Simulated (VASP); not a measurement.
A convergence study with VASP on CdTe (zinc blende): one setting is varied, all else stays as given below, so the limit is that of these other settings. Each run relaxes cell and ions from the cell shown. The basis is that of the starting cell, so low cut-offs carry a Pulay error.

```
CELL_PARAMETERS angstrom
      0.00000     3.24000     3.24000
      3.24000     0.00000     3.24000
      3.24000     3.24000     0.00000
ATOMIC_POSITIONS crystal
  Cd 0.00000 0.00000 0.00000
  Te 0.25000 0.25000 0.25000
```

These are LDA (Ceperley-Alder, Perdew-Zunger), VASP's LDA PAW potentials (set 64) (plane waves; VASP) values and carry that method's errors. The tightest run used: 700 eV cut-off, 6×6×6 Γ-centred mesh, Gaussian smearing of 0.050 eV, potentials Cd Te.

Unless said otherwise, spin-orbit coupling is left out, though it shifts the bands of the heavy elements here. Gaps are read on the run's mesh, which can miss a band edge.

```csv
setting,relaxed volume (Å³/atom),E (eV/atom),gap on the mesh (eV),plane waves
ENCUT = 200,27.543,-3.4565,1.203,447
ENCUT = 250,31.782,-3.0442,0.757,624
ENCUT = 300,33.098,-3.0220,0.629,821
ENCUT = 350,32.866,-3.0231,0.653,1020
ENCUT = 400,32.912,-3.0233,0.650,1258
```

**Question.** These are the cheaper rows. Estimate the results at ENCUT = 700, and how far the last row shown lies from them.

**Answer.** 
```json
[
 {"quantity": "relaxed volume (Å³/atom)", "tightest run": "33.106", "last row shown is off by": "-0.194"},
 {"quantity": "E (eV/atom)", "tightest run": "-3.0222", "last row shown is off by": "-0.0011"},
 {"quantity": "gap on the mesh (eV)", "tightest run": "0.633", "last row shown is off by": "0.017"}
]
```

Left out are rungs that failed or repeat a setting and relaxations that didn't move; long series are thinned to 24 rows.

The compound is CdTe in the zinc blende structure.
